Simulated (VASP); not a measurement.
A convergence study with VASP on Mg (hcp): one setting is varied, all else stays as given below, so the limit is that of these other settings.

```
Mg
1.0
    1.60500    -2.77994     0.00000
    1.60500     2.77994     0.00000
    0.00000     0.00000     5.21000
Mg
2
Cartesian
  1.60500   0.92665   1.30250
  1.60500  -0.92665   3.90750
```

The numbers are results of PBE GGA, VASP's PBE PAW potentials (set 64) (plane waves; VASP), not measurements. The tightest run used: 550 eV cut-off, 23×23×12 Γ-centred mesh, tetrahedra with Blöchl corrections, potentials Mg.

Question: The settings run are 3×3×2 mesh; 4×4×2 mesh; 5×5×3 mesh; 6×6×3 mesh; 7×7×4 mesh; 8×8×4 mesh; 9×9×5 mesh; 10×10×5 mesh; 11×11×6 mesh; 12×12×6 mesh; 13×13×7 mesh; 14×14×7 mesh; 15×15×8 mesh; 16×16×9 mesh; 17×17×9 mesh; 18×18×10 mesh; 19×19×10 mesh; 20×20×11 mesh; 21×21×11 mesh; 22×22×12 mesh; 23×23×12 mesh. From which on does the stress (every component) stay within 0.5 GPa of the tightest run?

Answer: From 13×13×7 mesh on: it is off by 0.13 there and by no more than 0.5 in any finer run, while 12×12×6 mesh is off by 0.83.
```csv
setting,E (eV/atom),pressure (GPa),irreducible k-points,difference judged (GPa)
3×3×2 mesh,-1.2843,-1.18,6,0.65
4×4×2 mesh,-1.5208,-1.48,8,0.84
5×5×3 mesh,-1.5282,-1.12,10,3.43
6×6×3 mesh,-1.4786,-0.92,14,2.17
7×7×4 mesh,-1.5072,-0.92,24,0.33
8×8×4 mesh,-1.5061,-1.06,30,1.56
9×9×5 mesh,-1.4999,-0.85,36,1.27
10×10×5 mesh,-1.5044,-0.81,42,0.18
11×11×6 mesh,-1.5084,-0.85,64,0.48
12×12×6 mesh,-1.5044,-0.82,76,0.83
13×13×7 mesh,-1.5042,-0.73,84,0.13
14×14×7 mesh,-1.5070,-0.75,96,0.18
15×15×8 mesh,-1.5053,-0.74,135,0.35
16×16×9 mesh,-1.5051,-0.68,150,0.16
17×17×9 mesh,-1.5061,-0.69,165,0.05
18×18×10 mesh,-1.5057,-0.69,222,0.15
19×19×10 mesh,-1.5057,-0.67,240,0.15
20×20×11 mesh,-1.5056,-0.66,264,0.03
21×21×11 mesh,-1.5059,-0.67,288,0.07
22×22×12 mesh,-1.5057,-0.65,364,0.08
23×23×12 mesh,-1.5056,-0.65,392,0.00
```

Left out are rungs that failed or repeat a setting and relaxations that didn't move; long series are thinned to 24 rows.

The compound is Mg in the hcp structure. The cell was not relaxed at this level.
